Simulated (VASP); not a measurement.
```
CELL_PARAMETERS angstrom
      4.23886     0.00000     0.00000
     -2.11943     3.67096     0.00000
      0.00000     0.00000     4.41641
ATOMIC_POSITIONS crystal
  Ca 0.00000 0.00000 0.00000
  Ga 0.33333 0.66667 0.50000
  Ga 0.66667 0.33333 0.50000
```

All values below come from PBEsol GGA, VASP's PBE PAW potentials (set 64) (plane waves; VASP). Settings: 300 eV cut-off, 7×7×6 Γ-centred mesh, Fermi-Dirac smearing of 0.10 eV, potentials Ca_sv Ga_d.

At this cut-off the stress carries a Pulay error, which pulls relaxed volumes low.

Give the stress tensor in GPa (positive for a compressed cell).

```
-0.94   0.00   0.00
 0.00  -0.94   0.00
 0.00   0.00  -1.59
```
The pressure is its mean diagonal, -1.15 GPa.

The structure comes from a computed database's CaGa2 entry; how it stands against other phases isn't given here. The cell was not relaxed at this level.
